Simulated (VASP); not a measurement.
Output of a VASP run:

OUTCAR:
```
 ion  position               nearest neighbor table
   1  0.000  0.000  0.000-   2 2.36   2 2.36   2 2.36   2 2.36
   2  0.250  0.250  0.250-   1 2.36   1 2.36   1 2.36   1 2.36
  LATTYP: Found a face centered cubic cell.
 ALAT       =     5.4451047864
 Subroutine PRICEL returns:
 Original cell was already a primitive cell.
 Subroutine GETGRP returns: Found 24 space group operations
The static configuration has the point symmetry T_d .
The dynamic configuration has the point symmetry T_d .
The overall configuration has the point symmetry T_d .
 Subroutine INISYM returns: Found 24 space group operations
 Subroutine IBZKPT returns following result:
 Found     43 irreducible k-points:

 Following reciprocal coordinates:
            Coordinates               Weight
  0.000000  0.000000  0.000000      1.000000
  0.125000  0.000000  0.000000      4.000000
 -0.125000  0.000000  0.000000      4.000000
  0.250000  0.000000  0.000000      4.000000
 -0.250000  0.000000  0.000000      4.000000
  0.375000  0.000000  0.000000      4.000000
 -0.375000  0.000000  0.000000      4.000000
  0.500000  0.000000  0.000000      4.000000
  0.125000  0.125000  0.000000      6.000000
  0.250000  0.125000  0.000000     12.000000
 -0.250000 -0.125000  0.000000     12.000000
  0.375000  0.125000  0.000000     12.000000
 -0.375000 -0.125000  0.000000     12.000000
  0.500000  0.125000  0.000000     12.000000
  0.500000 -0.125000  0.000000     12.000000
 -0.375000  0.125000  0.000000     12.000000
  0.375000 -0.125000  0.000000     12.000000
 -0.250000  0.125000  0.000000     12.000000
  0.250000 -0.125000  0.000000     12.000000
 -0.125000  0.125000  0.000000     12.000000
  0.250000  0.250000  0.000000      6.000000
  0.375000  0.250000  0.000000     12.000000
 -0.375000 -0.250000  0.000000     12.000000
  0.500000  0.250000  0.000000     12.000000
  0.500000 -0.250000  0.000000     12.000000
 -0.375000  0.250000  0.000000     12.000000
  0.375000 -0.250000  0.000000     12.000000
 -0.250000  0.250000  0.000000     12.000000
  0.375000  0.375000  0.000000      6.000000
  0.500000  0.375000  0.000000     12.000000
  0.500000 -0.375000  0.000000     12.000000
 -0.375000  0.375000  0.000000     12.000000
  0.500000  0.500000  0.000000      3.000000
  0.375000  0.250000  0.125000     24.000000
  0.500000  0.250000  0.125000     24.000000
  0.500000 -0.250000 -0.125000     24.000000
 -0.375000  0.250000  0.125000     24.000000
  0.500000  0.375000  0.125000     24.000000
 -0.375000  0.375000  0.125000     24.000000
  0.375000 -0.375000 -0.125000     24.000000
   k-points           NKPTS =     43   k-points in BZ     NKDIM =     43   number of bands    NBANDS=     26
   number of dos      NEDOS =    301   number of ions     NIONS =      2
   total plane-waves  NPLWV =  21952
   dimension x,y,z NGX =    28 NGY =   28 NGZ =   28
   dimension x,y,z NGXF=    56 NGYF=   56 NGZF=   56
   ions per type =               1   1
   PREC   = accura    normal or accurate (medium, high low for compatibility)
   ISTART =      0    job   : 0-new  1-cont  2-samecut
   ICHARG =      2    charge: 1-file 2-atom 10-const
   ISPIN  =      1    spin polarized calculation?
   LNONCOLLINEAR =      T non collinear calculations
   LSORBIT =      T    spin-orbit coupling
   INIWAV =      1    electr: 0-lowe 1-rand  2-diag
   ENCUT  =  400.0 eV  29.40 Ry    5.42 a.u.   6.28  6.28  6.28*2*pi/ulx,y,z
   NELM   =    100;   NELMIN=  2; NELMDL= -5     # of ELM steps
   EDIFF  = 0.1E-05   stopping-criterion for ELM
   LREAL  =      F    real-space projection
   NLSPLINE    = F    spline interpolate recip. space projectors
   LMAXMIX     =    4 max onsite mixed and CHGCAR
   VOSKOWN=      0    Vosko Wilk Nusair interpolation
   EDIFFG = 0.1E-04   stopping-criterion for IOM
   NSW    =      0    number of steps for IOM
   NBLOCK =      1;   KBLOCK =      1    inner block; outer block
...
```

**OSZICAR**
```
       N       E                     dE             d eps       ncg     rms          rms(c)
DAV:   1     0.937865104938E+02    0.93787E+02   -0.78292E+03  2354   0.181E+03
DAV:   2    -0.113432761333E+02   -0.10513E+03   -0.10113E+03  2430   0.385E+02
DAV:   3    -0.233817031731E+02   -0.12038E+02   -0.11910E+02  2830   0.113E+02
DAV:   4    -0.237345853632E+02   -0.35288E+00   -0.35170E+00  2564   0.202E+01
DAV:   5    -0.237445821979E+02   -0.99968E-02   -0.99847E-02  2962   0.312E+00    0.487E+00
DAV:   6    -0.214222271626E+02    0.23224E+01   -0.65370E-01  2978   0.189E+01    0.322E+00
DAV:   7    -0.214836728753E+02   -0.61446E-01   -0.44295E-01  2696   0.763E+00    0.134E+00
DAV:   8    -0.214411707495E+02    0.42502E-01   -0.13732E-01  2326   0.519E+00    0.102E+00
DAV:   9    -0.213275089802E+02    0.11366E+00   -0.21142E-01  2268   0.513E+00    0.349E-01
DAV:  10    -0.214518429252E+02   -0.12433E+00   -0.18843E-01  2252   0.475E+00    0.124E-01
DAV:  11    -0.214661813292E+02   -0.14338E-01   -0.12527E-02  2448   0.110E+00    0.647E-02
DAV:  12    -0.214648073095E+02    0.13740E-02   -0.80536E-04  2608   0.323E-01    0.546E-02
DAV:  13    -0.214663079855E+02   -0.15007E-02   -0.69203E-04  2338   0.321E-01    0.258E-02
DAV:  14    -0.214664428505E+02   -0.13487E-03   -0.10733E-04  2526   0.111E-01    0.293E-02
DAV:  15    -0.214664431517E+02   -0.30122E-06   -0.41596E-06  2678   0.207E-02
   1 F= -.21466443E+02 E0= -.21466443E+02  d E =-.178671E-10  mag=     0.0000     0.0000     0.0000
       N       E                     dE             ncg
       N       E                     dE             ncg
```

File OUTCAR:
```
------------------------ aborting loop because EDIFF is reached ----------------------------------------
  FORCE on cell =-STRESS in cart. coord.  units (eV):
  Direction    XX          YY          ZZ          XY          YZ          ZX
  --------------------------------------------------------------------------------------
  Total       -0.0112143     -0.0112143     -0.0112143     -0.0000000      0.0000000     -0.0000000
  in kB       -0.4451677     -0.4451677     -0.4451677     -0.0000000      0.0000000     -0.0000000
  external PRESSURE =      -0.4451677 kB  Pullay stress =       0.0000000 kB
  volume of cell :       40.36
      direct lattice vectors                 reciprocal lattice vectors
     0.000000000  2.722552393  2.722552393    -0.183651195  0.183651195  0.183651195
     2.722552393  0.000000000  2.722552393     0.183651195 -0.183651195  0.183651195
     2.722552393  2.722552393  0.000000000     0.183651195  0.183651195 -0.183651195
  FREE ENERGIE OF THE ION-ELECTRON SYSTEM (eV)
  ---------------------------------------------------
  free  energy   TOTEN  =       -21.4664431517 eV

  energy  without entropy=      -21.4664431517  energy(sigma->0) =      -21.46644315

 Ion:    1  E_soc:     -0.0112482

 Ion:    2  E_soc:     -0.0008329
```
(Selected blocks of OUTCAR.)

File POSCAR:
```
GaP
1
    0.0000000000     2.7225523932     2.7225523932
    2.7225523932    -0.0000000000     2.7225523932
    2.7225523932     2.7225523932    -0.0000000000
Ga P
1 1
Direct
  0.0000000000   0.0000000000   0.0000000000
  0.2500000000   0.2500000000   0.2500000000
```

Question: Reconstruct the remaining input files.

Answer: Several could match; the one computed here: the input of the run itself, r2SCAN meta-GGA with spin-orbit coupling, plane waves, VASP's PBE PAW potentials (set 64).

File KPOINTS_OPT:
```
k-points along high-symmetry lines
8
Line-mode
Reciprocal
  0.000000   0.000000   0.000000 ! GAMMA
 -0.500000  -0.500000   0.000000 ! X

 -0.500000  -0.500000   0.000000 ! X
 -0.375000  -0.375000   0.250000 ! U

 -0.375000  -0.000000   0.375000 ! K
  0.000000   0.000000   0.000000 ! GAMMA

  0.000000   0.000000   0.000000 ! GAMMA
 -0.000000   0.000000   0.500000 ! L

 -0.000000   0.000000   0.500000 ! L
 -0.500000  -0.250000   0.250000 ! W

 -0.500000  -0.250000   0.250000 ! W
 -0.500000  -0.500000   0.000000 ! X
```

INCAR:
```
LWAVE = .False.
LASPH = .True.
ISMEAR = 0
NELM = 100
LREAL = .False.   ! projection in real space or not
SIGMA = 0.05
LCHARG = .False.
ALGO = Normal   ! blocked Davidson
GGA_COMPAT = .False.
PREC = Accurate
ENCUT = 400   ! plane-wave cut-off (eV)
LSORBIT = .True.
MAGMOM = 6*0
EDIFF = 1E-6   ! SCF stop (eV)
LMAXMIX = 4
LMIXTAU = .True.
METAGGA = R2SCAN
SYSTEM = GaP
```

File KPOINTS:
```
Automatic mesh
0
Gamma
8 8 8
0 0 0
```

POTCAR, in this order: Ga_d P (PBE.64 set). Program: vasp_ncl.

The compound is GaP in the zinc blende structure. It was relaxed first.
